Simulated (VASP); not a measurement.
The system is Sn.

```xyz
2
Lattice="0.0000 3.2695 3.2695 3.2695 0.0000 3.2695 3.2695 3.2695 0.0000" Properties=species:S:1:pos:R:3 pbc="T T T"
Sn    3.2695    3.2695    3.2695
Sn    4.9043    4.9043    4.9043
```

This isn't the form of Sn at room conditions, which is tetragonal (white tin).

Base run:

```yaml
Program: VASP 6.6.1
Functional: PBEsol
Potentials_or_basis: VASP PAW PBE potentials, release 64 (Sn_d)
Cutoff: 520 eV
k_mesh: 18 × 18 × 18
Occupations: gaussian, width 0.1 eV
Spin: no spin polarisation
```

Its results: band gap on the k mesh none (metal or under the smearing width); pressure -0.1 GPa.

Question: The run is repeated on the same cell with these changes: functional from PBEsol to r2SCAN; k mesh from 18 × 18 × 18 to 12 × 12 × 12. What comes out?

Answer: Band gap on the k mesh none (metal or under the smearing width); pressure 0.5 GPa.

Several settings changed at once, so the effect can't be laid on one alone.

Caveats: the PAW data sets were made with another functional, which shifts forces and pressure a little.
